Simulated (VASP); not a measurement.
The system is Ti2SnTe2.

```
Ti Sn Te
1.0
     4.27471    0.00000    0.00000
    -2.13735    3.70201    0.00000
     0.00000    0.00000   14.98302
Ti Sn Te
4 2 4
Direct
  0.66667 0.33333 0.88243
  0.33333 0.66667 0.11757
  0.33333 0.66667 0.38243
  0.66667 0.33333 0.61757
  0.00000 0.00000 0.75000
  0.00000 0.00000 0.25000
  0.00000 0.00000 0.00000
  0.00000 0.00000 0.50000
  0.66667 0.33333 0.25000
  0.33333 0.66667 0.75000
```

The cell was built by a generator and needn't be a form met in nature.

```yaml
Program: VASP 6.6.1
Task: relaxation of cell and atoms
Functional: PBE
Potentials_or_basis: VASP PAW PBE potentials, release 64 (Ti_sv, Sn_d, Te)
Cutoff: 520 eV
k_mesh: 4 × 4 × 1
Occupations: gaussian, width 0.15 eV
Spin: no spin polarisation
```

At the start: pressure 12.6 GPa; volume 23.71 Å³/atom.

**Question.** How do energy, volume and symmetry change on relaxing?

**Answer.** Over 22 steps the energy falls by 823.0 meV/atom and the volume is 26.77 Å³/atom (+12.9 %); space group P6_3/mmc (No. 194, to 0.05 Å).

Step by step:
| step | energy change (eV) | largest force (eV/Å) | pressure (GPa) | volume (Å³) |
| --- | --- | --- | --- | --- |
| 1 | 0.0000 | 0.5128 | 12.64 | 237.11 |
| 2 | -4.9954 | 0.3328 | -9.15 | 303.03 |
| 3 | -4.1300 | 0.9005 | -4.02 | 288.02 |
| 4 | -4.1925 | 0.9234 | -4.37 | 290.95 |
| 5 | -4.2236 | 0.9366 | -5.24 | 296.95 |
| 6 | -6.3049 | 1.2828 | -4.14 | 272.52 |
| 7 | -6.6788 | 1.3974 | -3.43 | 263.93 |
| 8 | -6.2972 | 0.7826 | 0.06 | 246.14 |
| 9 | -6.7311 | 1.3526 | -2.33 | 259.50 |
| 10 | -7.2359 | 1.1071 | 2.36 | 242.48 |
| 11 | -7.2499 | 1.0315 | 2.64 | 240.43 |
| 12 | -7.7528 | 0.8269 | 2.48 | 247.10 |
| 13 | -7.6475 | 2.1280 | 3.06 | 267.28 |
| 14 | -8.1263 | 0.0700 | 2.43 | 254.94 |
| 15 | -8.1407 | 0.3838 | 2.74 | 257.93 |
| 16 | -8.0618 | 0.2262 | -3.36 | 285.58 |
| 17 | -8.2278 | 0.0734 | 1.00 | 269.52 |
| 18 | -8.2144 | 0.0076 | -0.85 | 273.02 |
| 19 | -8.2220 | 0.0984 | -0.53 | 271.39 |
| 20 | -8.2251 | 0.1154 | -0.38 | 270.45 |
| 21 | -8.2262 | 0.1312 | -0.27 | 269.99 |
| 22 | -8.2304 | 0.0463 | 0.15 | 267.71 |

Final structure:
```xyz
10
Lattice="4.9286 0.0000 0.0000 -2.4643 4.2683 0.0000 0.0000 0.0000 12.7261" Properties=species:S:1:pos:R:3 pbc="T T T"
Ti    2.4643    1.4228   10.7829
Ti    0.0000    2.8455    1.9432
Ti    0.0000    2.8455    4.4199
Ti    2.4643    1.4228    8.3063
Sn    0.0000    0.0000    9.5446
Sn    0.0000    0.0000    3.1815
Te    0.0000    0.0000    0.0000
Te    0.0000    0.0000    6.3631
Te    2.4643    1.4228    3.1815
Te    0.0000    2.8455    9.5446
```

Caveat: the k mesh is coarse (spacing up to 0.42 Å⁻¹), so the values aren't converged; the relaxation stopped at a loose force limit of 0.08 eV/Å, so its end isn't a converged minimum.
